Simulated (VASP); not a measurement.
Output of a VASP run:

OSZICAR:
```
       N       E                     dE             d eps       ncg     rms          rms(c)
DAV:   1     0.860173778217E+03    0.86017E+03   -0.41036E+04  1354   0.119E+03
DAV:   2    -0.196746851423E+01   -0.86214E+03   -0.83968E+03  1542   0.505E+02
DAV:   3    -0.786935272091E+02   -0.76726E+02   -0.74910E+02  2204   0.103E+02
DAV:   4    -0.837620962176E+02   -0.50686E+01   -0.50101E+01  2156   0.267E+01
DAV:   5    -0.840949022750E+02   -0.33281E+00   -0.33154E+00  2028   0.651E+00    0.272E+01
DAV:   6    -0.797078594675E+02    0.43870E+01   -0.28604E+01  1396   0.246E+01    0.155E+01
DAV:   7    -0.785296710307E+02    0.11782E+01   -0.62258E+00  1793   0.144E+01    0.475E+00
DAV:   8    -0.783682860867E+02    0.16138E+00   -0.14274E+00  1764   0.533E+00    0.240E+00
DAV:   9    -0.783289169007E+02    0.39369E-01   -0.29424E-01  1622   0.279E+00    0.179E+00
DAV:  10    -0.783259357666E+02    0.29811E-02   -0.65290E-02  1700   0.134E+00    0.837E-01
DAV:  11    -0.783243784527E+02    0.15573E-02   -0.17158E-02  1684   0.694E-01    0.106E-01
DAV:  12    -0.783244666885E+02   -0.88236E-04   -0.18018E-03  2028   0.168E-01    0.448E-02
DAV:  13    -0.783244681777E+02   -0.14892E-05   -0.53812E-05  2012   0.339E-02    0.179E-02
DAV:  14    -0.783244655094E+02    0.26682E-05   -0.68016E-06  1508   0.132E-02    0.572E-03
DAV:  15    -0.783244645888E+02    0.92065E-06   -0.68245E-07  1012   0.487E-03
   1 F= -.78324465E+02 E0= -.78279549E+02  d E =-.898311E-01
```

OUTCAR:
```
------------------------ aborting loop because EDIFF is reached ----------------------------------------
  FORCE on cell =-STRESS in cart. coord.  units (eV):
  Direction    XX          YY          ZZ          XY          YZ          ZX
  --------------------------------------------------------------------------------------
  Total       11.7883642     11.7883642     11.7883642      0.0000000      0.0000000     -0.0000000
  in kB      147.2420518    147.2420518    147.2420518      0.0000000      0.0000000     -0.0000000
  external PRESSURE =     147.2420518 kB  Pullay stress =       0.0000000 kB
  volume of cell :      128.27
      direct lattice vectors                 reciprocal lattice vectors
     5.043253000  0.000000000  0.000000000     0.198284718  0.000000000  0.000000000
     0.000000000  5.043253000  0.000000000     0.000000000  0.198284718  0.000000000
     0.000000000  0.000000000  5.043253000     0.000000000  0.000000000  0.198284718
 POSITION                                       TOTAL-FORCE (eV/Angst)
 -----------------------------------------------------------------------------------
      0.00000      2.52163      3.80231         0.000000      0.000000     -0.042813
      0.00000      2.52163      1.24094        -0.000000      0.000000      0.042813
      3.80231      0.00000      2.52163        -0.042813      0.000000      0.000000
      1.24094      0.00000      2.52163         0.042813      0.000000     -0.000000
      2.52163      3.80231      0.00000         0.000000     -0.042813     -0.000000
      2.52163      1.24094      0.00000        -0.000000      0.042813      0.000000
      0.00000      0.00000      0.00000         0.000000      0.000000      0.000000
      2.52163      2.52163      2.52163         0.000000      0.000000      0.000000
 -----------------------------------------------------------------------------------
    total drift:                                0.000000      0.000000      0.000000
  FREE ENERGIE OF THE ION-ELECTRON SYSTEM (eV)
  ---------------------------------------------------
  free  energy   TOTEN  =       -78.3244645888 eV

  energy  without entropy=      -78.2346334678  energy(sigma->0) =      -78.27954903
```
(Selected blocks of OUTCAR.)

### POSCAR
```
Nb6PtAu
1
    5.0432530000     0.0000000000     0.0000000000
    0.0000000000     5.0432530000     0.0000000000
    0.0000000000     0.0000000000     5.0432530000
Nb Pt Au
6 1 1
Direct
  0.0000000000   0.5000000000   0.7539400000
  0.0000000000   0.5000000000   0.2460600000
  0.7539400000   0.0000000000   0.5000000000
  0.2460600000   0.0000000000   0.5000000000
  0.5000000000   0.7539400000   0.0000000000
  0.5000000000   0.2460600000   0.0000000000
  0.0000000000   0.0000000000   0.0000000000
  0.5000000000   0.5000000000   0.5000000000
```

Problem. Write an INCAR and KPOINTS that could have produced this output.

Solution. This is not unique; one that fits is the input of the run itself, PBEsol GGA, plane waves, VASP's PBE PAW potentials (set 64).

### INCAR
```
SYSTEM = Nb6PtAu
PREC = Accurate
ENCUT = 300
EDIFF = 1E-6
NELM = 100
ALGO = Normal
LREAL = .FALSE.
LASPH = .TRUE.
ISMEAR = -1
SIGMA = 0.05
GGA = PS
LMAXMIX = 6
LWAVE = .FALSE.
LCHARG = .FALSE.
ISIF = 2
```

KPOINTS:
```
Automatic mesh
0
Gamma
5 5 5
0 0 0
```

POTCAR, in this order: Nb_sv Pt Au (PBE.64 set). Program: vasp_std.

At this cut-off the stress carries a Pulay error, which pulls relaxed volumes low.

The structure comes from a computed database's Nb6PtAu entry (Pm-3); how it stands against other phases isn't given here. The cell was not relaxed at this level, and its volume differs by -5.9 % from the start's. The electron count is odd and the run is not spin-polarised, which forces a metal.
